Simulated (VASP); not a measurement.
Data:

```yaml
crystal:
  lattice:
    - [-1.74500, 1.74500, 1.74500]
    - [1.74500, -1.74500, 1.74500]
    - [1.74500, 1.74500, -1.74500]
  atoms:
    - { symbol: Li, position: [0.00000, 0.00000, 0.00000] }
```

Level of theory: TPSS meta-GGA, VASP's PBE PAW potentials (set 64) (plane waves; VASP 6.6.1). Run with 520 eV cut-off, 13×13×13 Γ-centred mesh, first-order Methfessel-Paxton smearing of 0.10 eV, potentials Li_sv.

Problem. Give the stress tensor in GPa (positive for a compressed cell).

Solution. 
```
-1.21   0.00   0.00
 0.00  -1.21   0.00
 0.00   0.00  -1.21
```
The pressure is its mean diagonal, -1.21 GPa.

The compound is Li in the bcc structure. The cell was not relaxed at this level. The run is one of a series of settings (GGA removed, LMIXTAU = .TRUE., METAGGA = TPSS against the base run), some of them coarse on purpose.
